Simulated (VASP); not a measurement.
Here is the system:

```
BaS
1.0
    0.00000     3.22795     3.22795
    3.22795     0.00000     3.22795
    3.22795     3.22795     0.00000
Ba S
1 1
Direct
  0.00000   0.00000   0.00000
  0.50000   0.50000   0.50000
```

Method: PBE GGA, VASP's PBE PAW potentials (set 64) (plane waves; VASP 6.6.1). Settings: PREC = Normal, EDIFF = 1E-5, 400 eV cut-off, 8×8×8 Γ-centred mesh, Gaussian smearing of 0.050 eV, potentials Ba_sv S.

Unless said otherwise, spin-orbit coupling is left out, though it shifts the bands of the heavy elements here.

Q: What does the run give for the energy per atom (σ→0), band gap (on the k-mesh) with the smallest direct gap where there is one?

A: 
- band gap (on the k-mesh): 2.16 eV
- smallest direct gap (on the k-mesh): 2.31 eV
- energy per atom (σ→0): -5.097 eV/atom

The compound is BaS in the rock salt structure. It was relaxed first.
